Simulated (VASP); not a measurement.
Computed with PBE GGA, VASP's PBE PAW potentials (set 64) (plane waves; VASP).

Input for VASP

File KPOINTS:
```
Regular mesh
0
G
 5 5 5
```

INCAR:
```
ENCUT=400
PREC=Accurate
LMAXMIX=6   # l cut-off of mixed one-centre charges
SYSTEM=PtSb2
NEDOS=601   # DOS grid
LORBIT=11
GGA=PE
ISMEAR=-5
LCHARG=.True.
LEFG=.True.
ISIF=2
ALGO=Normal
LASPH=.True.
EDIFF=1E-7   # SCF stop (eV)
NELM=100
LWAVE=.False.
LREAL=.False.
```

File POSCAR:
```
PtSb2
1
    6.5503817746    -0.0000000000     0.0000000000
   -0.0000000000     6.5503817746     0.0000000000
    0.0000000000     0.0000000000     6.5503817746
Sb Pt
8 4
Direct
  0.6251897868   0.8748102132   0.1251897868
  0.1251897868   0.6251897868   0.8748102132
  0.6251897868   0.6251897868   0.6251897868
  0.3748102132   0.3748102132   0.3748102132
  0.8748102132   0.1251897868   0.6251897868
  0.8748102132   0.3748102132   0.1251897868
  0.1251897868   0.8748102132   0.3748102132
  0.3748102132   0.1251897868   0.8748102132
  0.0000000000   0.5000000000   0.5000000000
  0.5000000000   0.0000000000   0.5000000000
  0.0000000000   0.0000000000   0.0000000000
  0.5000000000   0.5000000000   0.0000000000
```

POTCAR, in this order: Sb Pt (PBE.64 set). Program: vasp_std.

Output of the run:

### OSZICAR
```
       N       E                     dE             d eps       ncg     rms          rms(c)
DAV:   1     0.440498314968E+03    0.44050E+03   -0.26574E+04  1056   0.114E+03
DAV:   2    -0.326226830212E+02   -0.47312E+03   -0.45501E+03  1256   0.232E+02
DAV:   3    -0.643262784686E+02   -0.31704E+02   -0.30762E+02  1288   0.629E+01
DAV:   4    -0.650912632046E+02   -0.76498E+00   -0.75947E+00  1240   0.101E+01
DAV:   5    -0.651122821553E+02   -0.21019E-01   -0.21008E-01  1272   0.172E+00    0.165E+01
DAV:   6    -0.637577234586E+02    0.13546E+01   -0.11366E+01  1208   0.178E+01    0.660E+00
DAV:   7    -0.633127589199E+02    0.44496E+00   -0.22304E+00  1160   0.824E+00    0.533E+00
DAV:   8    -0.632167315283E+02    0.96027E-01   -0.33743E-01  1224   0.241E+00    0.823E-01
DAV:   9    -0.632059321884E+02    0.10799E-01   -0.54159E-02  1176   0.126E+00    0.352E-01
DAV:  10    -0.632067509432E+02   -0.81875E-03   -0.51140E-03  1232   0.273E-01    0.897E-02
DAV:  11    -0.632068247657E+02   -0.73822E-04   -0.31247E-04  1376   0.666E-02    0.631E-02
DAV:  12    -0.632066886628E+02    0.13610E-03   -0.85471E-05  1216   0.496E-02    0.214E-02
DAV:  13    -0.632102775268E+02   -0.35889E-02   -0.10417E-05  1200   0.113E-02    0.457E-03
DAV:  14    -0.632102758913E+02    0.16355E-05   -0.29153E-07   968   0.221E-03    0.481E-03
DAV:  15    -0.632102808591E+02   -0.49678E-05   -0.27309E-07   848   0.264E-03    0.103E-03
DAV:  16    -0.632102776482E+02    0.32109E-05   -0.62048E-08   744   0.153E-03    0.610E-04
DAV:  17    -0.632102770575E+02    0.59066E-06   -0.15554E-08   720   0.508E-04    0.229E-04
DAV:  18    -0.632102771540E+02   -0.96455E-07   -0.26516E-09   720   0.221E-04
   1 F= -.63210277E+02 E0= -.63210277E+02  d E =0.000000E+00
```

OUTCAR:
```
------------------------ aborting loop because EDIFF is reached ----------------------------------------
  FORCE on cell =-STRESS in cart. coord.  units (eV):
  Direction    XX          YY          ZZ          XY          YZ          ZX
  --------------------------------------------------------------------------------------
  Total       -0.5346562     -0.5346562     -0.5346562      0.0000000     -0.0000000     -0.0000000
  in kB       -3.0477923     -3.0477923     -3.0477923      0.0000000     -0.0000000     -0.0000000
  external PRESSURE =      -3.0477923 kB  Pullay stress =       0.0000000 kB
  volume of cell :      281.06
      direct lattice vectors                 reciprocal lattice vectors
     6.550381775  0.000000000  0.000000000     0.152662858  0.000000000  0.000000000
     0.000000000  6.550381775  0.000000000     0.000000000  0.152662858  0.000000000
     0.000000000  0.000000000  6.550381775     0.000000000  0.000000000  0.152662858
 POSITION                                       TOTAL-FORCE (eV/Angst)
 -----------------------------------------------------------------------------------
      4.09523      5.73034      0.82004         0.002722     -0.002722      0.002722
      0.82004      4.09523      5.73034         0.002722      0.002722     -0.002722
      4.09523      4.09523      4.09523         0.002722      0.002722      0.002722
      2.45515      2.45515      2.45515        -0.002722     -0.002722     -0.002722
      5.73034      0.82004      4.09523        -0.002722      0.002722      0.002722
      5.73034      2.45515      0.82004        -0.002722     -0.002722      0.002722
      0.82004      5.73034      2.45515         0.002722     -0.002722     -0.002722
      2.45515      0.82004      5.73034        -0.002722      0.002722     -0.002722
      0.00000      3.27519      3.27519        -0.000000      0.000000      0.000000
      3.27519      0.00000      3.27519        -0.000000      0.000000      0.000000
      0.00000      0.00000      0.00000        -0.000000      0.000000      0.000000
      3.27519      3.27519      0.00000        -0.000000      0.000000      0.000000
 -----------------------------------------------------------------------------------
    total drift:                                0.000000      0.000000     -0.000000
  FREE ENERGIE OF THE ION-ELECTRON SYSTEM (eV)
  ---------------------------------------------------
  free  energy   TOTEN  =       -63.2102771540 eV

  energy  without entropy=      -63.2102771540  energy(sigma->0) =      -63.21027715

 total charge

# of ion       s       p       d       tot
------------------------------------------
    1        1.152   1.189   0.057   2.397
    2        1.152   1.189   0.057   2.397
    3        1.152   1.189   0.057   2.397
    4        1.152   1.189   0.057   2.397
    5        1.152   1.189   0.057   2.397
    6        1.152   1.189   0.057   2.397
    7        1.152   1.189   0.057   2.397
    8        1.152   1.189   0.057   2.397
    9        0.677   0.642   8.054   9.372
   10        0.677   0.642   8.054   9.372
   11        0.677   0.642   8.054   9.372
   12        0.677   0.642   8.054   9.372
--------------------------------------------------
tot         11.919  12.076  32.668  56.663
```
(Selected blocks of OUTCAR.)

For a metal the tetrahedron method with Blöchl corrections gives inexact stress and forces.

The compound is PtSb2 in the pyrite structure. It was relaxed first, which changed the volume by +5 %.
